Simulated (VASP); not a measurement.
Given:

```xyz
2
Lattice="0.0000 3.6983 3.6983 3.6983 0.0000 3.6983 3.6983 3.6983 0.0000" Properties=species:S:1:pos:R:3 pbc="T T T"
Rb     0.0000     0.0000     0.0000
Br     3.6983     3.6983     3.6983
```

Level of theory: RPBE GGA, VASP's PBE PAW potentials (set 64) (plane waves; VASP 6.6.1). Settings: 520 eV cut-off, 6×6×6 Γ-centred mesh, Gaussian smearing of 0.050 eV, potentials Rb_sv Br.

Problem. Estimate the energy per atom (σ→0), band gap (on the k-mesh) with the smallest direct gap where there is one.

Solution. 
- band gap (on the k-mesh): 4.12 eV
- smallest direct gap (on the k-mesh): 4.12 eV
- energy per atom (σ→0): -2.907 eV/atom

Total energies compare only between runs with the same potentials, cut-off and functional.

The compound is RbBr in the rock salt structure. This cell is one point of a volume scan, at 1.06 of the reference volume.
